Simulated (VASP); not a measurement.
Here is the system:

```xyz
2
Lattice="0.0000 2.0506 2.0506 2.0506 0.0000 2.0506 2.0506 2.0506 0.0000" Properties=species:S:1:pos:R:3 pbc="T T T"
V      0.0000     0.0000     0.0000
N      2.0506     2.0506     2.0506
```

The numbers are results of rev-vdW-DF2, VASP's PBE PAW potentials (set 64) (plane waves; VASP), not measurements. Settings: 520 eV cut-off, Gaussian smearing of 0.050 eV, potentials V_sv N.

Give the energies of bands 6 to 12 at the high-symmetry points, in eV from the Fermi level.

```csv
band,Γ,X,U,L,W
6,-2.21,-6.64,-6.53,-8.93,-6.22
7,-2.21,-3.85,-6.50,-6.13,-6.22
8,-2.21,-3.64,-5.05,-6.13,-5.99
9,-1.55,-3.64,-1.17,0.61,0.15
10,-1.55,0.55,0.87,0.61,0.15
11,-1.55,1.24,1.33,1.51,1.25
12,-0.45,1.24,2.75,5.11,2.26
```

It has no gap at this level: it comes out as a metal or semimetal.

The compound is VN in the rock salt structure, which distorts at low temperature. It was relaxed first. The run is not spin-polarised, so no magnetic state was tried. VASP warned that the highest band is occupied, so more bands are needed.
